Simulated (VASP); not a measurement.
Calculation: PBE GGA, VASP's PBE PAW potentials (set 64) (plane waves; VASP).

A VASP calculation is set up with these files.

POSCAR:
```
C
1
    0.0000000000     1.7867216391     1.7867216391
    1.7867216391    -0.0000000000     1.7867216391
    1.7867216391     1.7867216391     0.0000000000
C
2
Direct
  0.0000000000   0.0000000000   0.0000000000
  0.2500000000   0.2500000000   0.2500000000
```

File KPOINTS:
```
k-points along high-symmetry lines
15
Line-mode
Reciprocal
  0.000000   0.000000   0.000000 ! GAMMA
  0.500000   0.000000   0.500000 ! X

  0.500000   0.000000   0.500000 ! X
  0.625000   0.250000   0.625000 ! U

  0.375000   0.375000   0.750000 ! K
  0.000000   0.000000   0.000000 ! GAMMA

  0.000000   0.000000   0.000000 ! GAMMA
  0.500000   0.500000   0.500000 ! L

  0.500000   0.500000   0.500000 ! L
  0.500000   0.250000   0.750000 ! W

  0.500000   0.250000   0.750000 ! W
  0.500000   0.000000   0.500000 ! X
```

INCAR:
```
# general
SYSTEM  =  C
PREC    =  Accurate
ENCUT   =  520   # plane-wave cut-off (eV)
LREAL   =  F   # projection in real space or not
LASPH   =  T   # aspherical one-centre terms
ICHARG  =  11   # fixed density

# electronic loop
EDIFF   =  1E-6   # SCF stop (eV)
NELM    =  100   # most electronic steps
ALGO    =  Normal   # blocked Davidson

# smearing
ISMEAR  =  0   # Gaussian
SIGMA   =  0.05   # width (eV)

# functional
GGA     =  PE   # PBE

# output
LWAVE   =  F
LCHARG  =  F
```

POTCAR, in this order: C (PBE.64 set). Program: vasp_std. Read from the step before: CHGCAR.

Output of the run:

OUTCAR:
```
 ion  position               nearest neighbor table
   1  0.000  0.000  0.000-   2 1.55   2 1.55   2 1.55   2 1.55
   2  0.250  0.250  0.250-   1 1.55   1 1.55   1 1.55   1 1.55
  LATTYP: Found a face centered cubic cell.
 ALAT       =     3.5734432782
 Subroutine PRICEL returns:
 Original cell was already a primitive cell.
 Subroutine GETGRP returns: Found 48 space group operations
The static configuration has the point symmetry T_d .
 The point group associated with its full space group is O_h .
The dynamic configuration has the point symmetry T_d .
 Subroutine INISYM returns: Found 48 space group operations
   k-points           NKPTS =     90   k-points in BZ     NKDIM =     90   number of bands    NBANDS=      8
   number of dos      NEDOS =    301   number of ions     NIONS =      2
   total plane-waves  NPLWV =   8000
   dimension x,y,z NGX =    20 NGY =   20 NGZ =   20
   dimension x,y,z NGXF=    40 NGYF=   40 NGZF=   40
   ions per type =               2
   PREC   = accura    normal or accurate (medium, high low for compatibility)
   ISTART =      0    job   : 0-new  1-cont  2-samecut
   ICHARG =     11    charge: 1-file 2-atom 10-const
   ISPIN  =      1    spin polarized calculation?
   LNONCOLLINEAR =      F non collinear calculations
   LSORBIT =      F    spin-orbit coupling
   INIWAV =      1    electr: 0-lowe 1-rand  2-diag
   ENCUT  =  520.0 eV  38.22 Ry    6.18 a.u.   4.70  4.70  4.70*2*pi/ulx,y,z
   NELM   =    100;   NELMIN=  2; NELMDL= -5     # of ELM steps
   EDIFF  = 0.1E-05   stopping-criterion for ELM
   LREAL  =      F    real-space projection
   NLSPLINE    = F    spline interpolate recip. space projectors
   LMAXMIX     =    2 max onsite mixed and CHGCAR
   VOSKOWN=      0    Vosko Wilk Nusair interpolation
   EDIFFG = 0.1E-04   stopping-criterion for IOM
   NSW    =      0    number of steps for IOM
   NBLOCK =      1;   KBLOCK =      1    inner block; outer block
   IBRION =     -1    ionic relax: 0-MD 1-quasi-New 2-CG
   NFREE  =      0    steps in history (QN), initial steepest desc. (CG)
   ISIF   =      2    stress and relaxation
   ISYM   =      2    0-nonsym 1-usesym 2-fastsym
   TEIN   =    0.0    initial temperature
   TEBEG  =    0.0;   TEEND  =   0.0 temperature during run
   SMASS  =  -3.00    Nose mass-parameter (am)
   PSTRESS=    0.0 pullay stress
   NELECT =       8.0000    total number of electrons
   EFERMI =   0.00;   METHOD = LEGACY
   ISMEAR =     0;   SIGMA  =   0.05  broadening in eV -4-tet -1-fermi 0-gaus
   IALGO  =     38    algorithm
   LDIAG  =      T    sub-space diagonalisation (order eigenvalues)
   IMIX   =      4    mixing-type and parameters
     AMIX     =   0.40;   BMIX     =  1.00
     AMIX_MAG =   1.60;   BMIX_MAG =  1.00
     AMIN     =   0.10
   GGA     = PE    functional components
   VOSKOWN =     0    Vosko Wilk Nusair interpolation
   LHFCALC =     F    Hartree Fock is set to
   LHFONE  =     F    Hartree Fock one center treatment
   AEXX    =    0.0000 exact exchange contribution
   IVDW    =     0    specifies the selected vdW correction
   LEPSILON=     F    determine dielectric tensor
   LRPA    =     F    only Hartree local field effects (RPA)
  energy-cutoff  :      520.00
  volume of cell :       11.41
      direct lattice vectors                 reciprocal lattice vectors
     0.000000000  1.786721639  1.786721639    -0.279842136  0.279842136  0.279842136
     1.786721639  0.000000000  1.786721639     0.279842136 -0.279842136  0.279842136
     1.786721639  1.786721639  0.000000000     0.279842136  0.279842136 -0.279842136
 k-point     1 :   0.0000 0.0000 0.0000  plane waves:     331
 k-point     2 :   0.0357 0.0000 0.0357  plane waves:     319
 k-point     3 :   0.0714 0.0000 0.0714  plane waves:     315
 k-point     4 :   0.1071 0.0000 0.1071  plane waves:     307
 k-point     5 :   0.1429 0.0000 0.1429  plane waves:     307
 k-point     6 :   0.1786 0.0000 0.1786  plane waves:     303
 k-point     7 :   0.2143 0.0000 0.2143  plane waves:     303
 k-point     8 :   0.2500 0.0000 0.2500  plane waves:     303
 k-point     9 :   0.2857 0.0000 0.2857  plane waves:     311
...
```

File OSZICAR:
```
       N       E                     dE             d eps       ncg     rms          rms(c)
DAV:   1     0.378865432539E+01    0.37887E+01   -0.50525E+03  1488   0.984E+02
DAV:   2    -0.154707120338E+02   -0.19259E+02   -0.17207E+02  2304   0.107E+02
DAV:   3    -0.155835013612E+02   -0.11279E+00   -0.11279E+00  1560   0.112E+01
DAV:   4    -0.155836443766E+02   -0.14302E-03   -0.14302E-03  2080   0.407E-01
DAV:   5    -0.155836444550E+02   -0.78323E-07   -0.78323E-07  1536   0.577E-03
DAV:   6    -0.155836444552E+02   -0.20430E-09   -0.20435E-09  1952   0.232E-04
   1 F= -.15583644E+02 E0= -.15583644E+02  d E =-.104731E-21
```

OUTCAR:
```
 val. band max:        9.6485944654   @ k =   0.0000   0.0000   0.0000

 cond. band min:      13.7656043431   @ k =   0.3571   0.0000   0.3571



 k-point     1 :       0.0000    0.0000    0.0000
  band No.  band energies     occupation
      1     -11.7530      2.00000
      2       9.6486      2.00000
      3       9.6486      2.00000
      4       9.6486      2.00000
      5      15.2231      0.00000
      6      15.2231      0.00000
      7      15.2231      0.00000
      8      22.8518      0.00000

 k-point     2 :       0.0357    0.0000    0.0357
  band No.  band energies     occupation
      1     -11.7061      2.00000
      2       9.4543      2.00000
      3       9.4543      2.00000
      4       9.5321      2.00000
      5      15.1853      0.00000
      6      15.4579      0.00000
      7      15.4579      0.00000
      8      22.8901      0.00000

 k-point     3 :       0.0714    0.0000    0.0714
  band No.  band energies     occupation
      1     -11.5652      2.00000
      2       8.9531      2.00000
      3       8.9531      2.00000
      4       9.1925      2.00000
      5      15.0770      0.00000
      6      16.0798      0.00000
      7      16.0798      0.00000
      8      22.9654      0.00000

 k-point     4 :       0.1071    0.0000    0.1071
  band No.  band energies     occupation
      1     -11.3310      2.00000
      2       8.2908      2.00000
      3       8.2908      2.00000
      4       8.6559      2.00000
      5      14.9118      0.00000
      6      16.9413      0.00000
      7      16.9413      0.00000
      8      22.9558      0.00000

 k-point     5 :       0.1429    0.0000    0.1429
  band No.  band energies     occupation
      1     -11.0039      2.00000
      2       7.5722      2.00000
      3       7.5722      2.00000
      4       7.9544      2.00000
      5      14.7088      0.00000
      6      17.9343      0.00000
      7      17.9343      0.00000
      8      22.6754      0.00000
...
```

The density is held fixed in this step, so its total energy and stress have no physical meaning.

The compound is C in the diamond structure. It was relaxed first.
